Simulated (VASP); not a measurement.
Level of theory: LDA (Ceperley-Alder, Perdew-Zunger), VASP's LDA PAW potentials (set 64) (plane waves; VASP 6.6.1).

VASP input:

### KPOINTS
```
Automatic mesh
0
Gamma
12 12 12
0 0 0
```

POSCAR:
```
NiAl
1
    2.8346394668     0.0000000000    -0.0000000000
    0.0000000000     2.8346394668     0.0000000000
    0.0000000000     0.0000000000     2.8346394668
Al Ni
1 1
Direct
  0.5000000000   0.5000000000   0.5000000000
  0.0000000000   0.0000000000   0.0000000000
```

INCAR:
```
ALGO = Normal
EDIFF = 1E-6
EDIFFG = -0.01
ENCUT = 400
IBRION = 2
ISIF = 3
ISMEAR = 1
LASPH = T
LCHARG = F
LMAXMIX = 4
LREAL = F
LWAVE = F
NELM = 100
NSW = 60
PREC = Accurate
SIGMA = 0.1
SYSTEM = NiAl
```

POTCAR, in this order: Al Ni (LDA.64 set). Program: vasp_std.

Problem. What will the output report for the number of irreducible k-points (NKPTS), number of bands (NBANDS), largest plane-wave count, number of space-group operations, FFT grid (NGX, NGY, NGZ)?

Solution. 
The number of irreducible k-points (NKPTS) is 84 and the number of bands (NBANDS) is 10. The largest plane-wave count is 437. The number of space-group operations comes out as 48 and the FFT grid (NGX, NGY, NGZ) is 18 × 18 × 18.

The compound is NiAl in the CsCl type structure. This run relaxes it. Symmetry was kept, so distortions that lower it aren't found. The start is the result of an earlier pass. The run is not spin-polarised, so no magnetic state was tried. The electron count is odd and the run is not spin-polarised, which forces a metal.
